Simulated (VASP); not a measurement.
Here is the system:

```xyz
2
Lattice="2.8337 0.0000 0.0000 0.0000 2.8337 0.0000 0.0000 0.0000 2.8337" Properties=species:S:1:pos:R:3 pbc="T T T"
Ga     1.4169     1.4169     1.4169
Co     0.0000     0.0000     0.0000
```

Method: MS2 meta-GGA, VASP's PBE PAW potentials (set 64) (plane waves; VASP). Run with 520 eV cut-off, 14×14×14 Γ-centred mesh, tetrahedra with Blöchl corrections, potentials Ga_d Co.

Estimate the energy per atom (σ→0), band gap (over mesh and band path) with the smallest direct gap where there is one.

* **band gap (over mesh and band path)**: none (metal, semimetal or under 0.01 eV)
* **energy per atom (σ→0)**: -7.399 eV/atom

Total energies compare only between runs with the same potentials, cut-off and functional.

The compound is CoGa in the CsCl type structure. It was relaxed first. The run is not spin-polarised, so no magnetic state was tried.
